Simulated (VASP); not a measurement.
These are r2SCAN meta-GGA, VASP's PBE PAW potentials (set 64) (plane waves; VASP) values and carry that method's errors.

VASP ran on this input.

### POSCAR
```
HfO2
1
    3.5609580224     0.0000000000     0.0000000000
    0.0000000000     3.5609580224     0.0000000000
    0.0000000000     0.0000000000     5.1732206525
Hf O
2 4
Direct
  0.5000000000   0.5000000000   0.5000000000
  0.0000000000   0.0000000000   0.0000000000
  0.0000000000   0.5000000000   0.6968782093
  0.0000000000   0.5000000000   0.1968782093
  0.5000000000   0.0000000000   0.8031217907
  0.5000000000   0.0000000000   0.3031217907
```

### INCAR
```
SYSTEM=HfO2
PREC=Accurate; ENCUT=520; LREAL=.FALSE.
LASPH=.TRUE.; NBANDS=78
EDIFF=1E-7; NELM=100; ALGO=Normal
LMAXMIX=6; LMIXTAU=.TRUE.
ISMEAR=0; SIGMA=0.01
METAGGA=R2SCAN
LWAVE=.FALSE.; LCHARG=.FALSE.; NEDOS=1001
LOPTICS=.TRUE.; LPEAD=.TRUE.; CSHIFT=0.1
```

### KPOINTS
```
Regular mesh
0
gamma
8 8 6
0 0 0
```

POTCAR, in this order: Hf_pv O (PBE.64 set). Program: vasp_std.

What VASP printed:

### OSZICAR
```
       N       E                     dE             d eps       ncg     rms          rms(c)
DAV:   1     0.172916649579E+03    0.17292E+03   -0.19687E+04  9360   0.578E+02
DAV:   2    -0.147763934326E+03   -0.32068E+03   -0.30125E+03 10794   0.211E+02
DAV:   3    -0.161021785568E+03   -0.13258E+02   -0.13127E+02 11066   0.360E+01
DAV:   4    -0.161064832675E+03   -0.43047E-01   -0.43041E-01 10664   0.199E+00
DAV:   5    -0.161064941477E+03   -0.10880E-03   -0.10880E-03 10698   0.987E-02    0.827E+01
DAV:   6    -0.140113189163E+03    0.20952E+02   -0.45699E+00 10328   0.126E+01    0.635E+01
DAV:   7    -0.137575615342E+03    0.25376E+01   -0.21544E+00 10556   0.589E+00    0.243E+01
DAV:   8    -0.142348992284E+03   -0.47734E+01   -0.11327E+00  9762   0.450E+00    0.463E+00
DAV:   9    -0.136106912234E+03    0.62421E+01   -0.44078E-01  9594   0.307E+00    0.304E+00
DAV:  10    -0.137159667614E+03   -0.10528E+01   -0.28541E-01  9570   0.216E+00    0.165E+00
DAV:  11    -0.137240338839E+03   -0.80671E-01   -0.99114E-03 10530   0.421E-01    0.800E-01
DAV:  12    -0.137262424088E+03   -0.22085E-01   -0.19978E-03 10406   0.177E-01    0.170E-01
DAV:  13    -0.137291159253E+03   -0.28735E-01   -0.91360E-03  9750   0.401E-01    0.171E-01
DAV:  14    -0.137303908771E+03   -0.12750E-01   -0.59341E-03 10200   0.313E-01    0.602E-02
DAV:  15    -0.137304330867E+03   -0.42210E-03   -0.12985E-04 10060   0.410E-02    0.392E-02
DAV:  16    -0.137305458617E+03   -0.11277E-02   -0.33266E-04  9768   0.757E-02    0.162E-02
DAV:  17    -0.137305458340E+03    0.27713E-06   -0.41565E-05 10036   0.228E-02    0.210E-02
DAV:  18    -0.137305449938E+03    0.84018E-05   -0.56837E-06 10250   0.905E-03    0.289E-02
DAV:  19    -0.137305468434E+03   -0.18496E-04   -0.47012E-06 10060   0.910E-03    0.255E-02
DAV:  20    -0.137305484083E+03   -0.15649E-04   -0.31189E-06  9934   0.723E-03    0.402E-03
DAV:  21    -0.137305484452E+03   -0.36873E-06   -0.14180E-07 10810   0.160E-03    0.191E-03
DAV:  22    -0.137305484522E+03   -0.70261E-07   -0.20171E-08  8610   0.580E-04
   1 F= -.13730548E+03 E0= -.13730548E+03  d E =-.264505E-42
 imaginary and real dielectric function
```

### OUTCAR
```
------------------------ aborting loop because EDIFF is reached ----------------------------------------
  FORCE on cell =-STRESS in cart. coord.  units (eV):
  Direction    XX          YY          ZZ          XY          YZ          ZX
  --------------------------------------------------------------------------------------
  Total       -0.0000103     -0.0000103     -0.0041051      0.0000000      0.0000000      0.0000000
  in kB       -0.0002504     -0.0002504     -0.1002629      0.0000000      0.0000000      0.0000000
  external PRESSURE =      -0.0335879 kB  Pullay stress =       0.0000000 kB
  volume of cell :       65.60
      direct lattice vectors                 reciprocal lattice vectors
     3.560958022  0.000000000  0.000000000     0.280823305  0.000000000  0.000000000
     0.000000000  3.560958022  0.000000000     0.000000000  0.280823305  0.000000000
     0.000000000  0.000000000  5.173220653     0.000000000  0.000000000  0.193303179
 POSITION                                       TOTAL-FORCE (eV/Angst)
 -----------------------------------------------------------------------------------
      1.78048      1.78048      2.58661         0.000000      0.000000      0.000000
      0.00000      0.00000      0.00000        -0.000000      0.000000      0.000000
      0.00000      1.78048      3.60510        -0.000000     -0.000000     -0.001486
      0.00000      1.78048      1.01849        -0.000000      0.000000     -0.001486
      1.78048      0.00000      4.15473         0.000000      0.000000      0.001486
      1.78048      0.00000      1.56812        -0.000000      0.000000      0.001486
 -----------------------------------------------------------------------------------
    total drift:                                0.000000      0.000000     -0.000000
  FREE ENERGIE OF THE ION-ELECTRON SYSTEM (eV)
  ---------------------------------------------------
  free  energy   TOTEN  =      -137.3054845218 eV

  energy  without entropy=     -137.3054845218  energy(sigma->0) =     -137.30548452

 plasma frequency squared (from intraband transitions) (eV^2)
  --------------------------------------------------------------------------------------
       0.000       0.000       0.000
       0.000       0.000       0.000
       0.000       0.000       0.000

 plasma frequency squared (from interband transitions, int dw w eps(2)(w)) (eV^2)
  --------------------------------------------------------------------------------------
     898.338       0.000       0.000      -0.000      -0.000      -0.000
       0.000       0.000     898.338       0.000      -0.000      -0.000
      -0.000       0.000      -0.000       0.000     896.420       0.000
```
(Selected blocks of OUTCAR.)

OUTCAR:
```
 val. band max:        3.1056278786   @ k =   0.0000   0.0000   0.5000

 cond. band min:       8.3987653328   @ k =   0.0000   0.0000   0.0000


 Fermi energy:         3.1992245836

 k-point     1 :       0.0000    0.0000    0.0000
  band No.  band energies     occupation
      1     -27.1912      2.00000
      2     -26.7928      2.00000
      3     -26.7928      2.00000
      4     -26.7479      2.00000
      5     -26.6837      2.00000
      6     -26.6837      2.00000
      7     -15.9367      2.00000
      8     -14.3372      2.00000
      9     -13.9751      2.00000
     10     -13.3829      2.00000
     11      -2.2553      2.00000
     12      -1.7245      2.00000
     13      -1.5292      2.00000
     14      -1.5292      2.00000
     15       0.3884      2.00000
     16       0.3884      2.00000
     17       1.7695      2.00000
     18       1.7695      2.00000
     19       2.4313      2.00000
     20       2.9734      2.00000
     21       3.0254      2.00000
     22       3.0254      2.00000
     23       8.3988      0.00000
     24       8.4080      0.00000
     25       9.6590      0.00000
     26       9.8490      0.00000
     27      10.3450      0.00000
     28      11.3075      0.00000
     29      12.7796      0.00000
     30      12.7796      0.00000
     31      14.6348      0.00000
     32      14.6348      0.00000
     33      15.1411      0.00000
     34      16.7232      0.00000
     35      16.7286      0.00000
     36      17.7940      0.00000
     37      17.8279      0.00000
     38      18.8166      0.00000
     39      19.6435      0.00000
     40      19.6436      0.00000
     41      19.9760      0.00000
     42      22.0825      0.00000
     43      22.0825      0.00000
     44      23.2112      0.00000
     45      25.1051      0.00000
     46      26.7834      0.00000
     47      29.6617      0.00000
     48      30.0686      0.00000
     49      30.0686      0.00000
     50      30.1617      0.00000
     51      31.7933      0.00000
...
```

Unless said otherwise, spin-orbit coupling is left out, though it shifts the bands of the heavy elements here.

The structure comes from a computed database's HfO2 entry (P4_2/nmc); how it stands against other phases isn't given here. It was relaxed first.
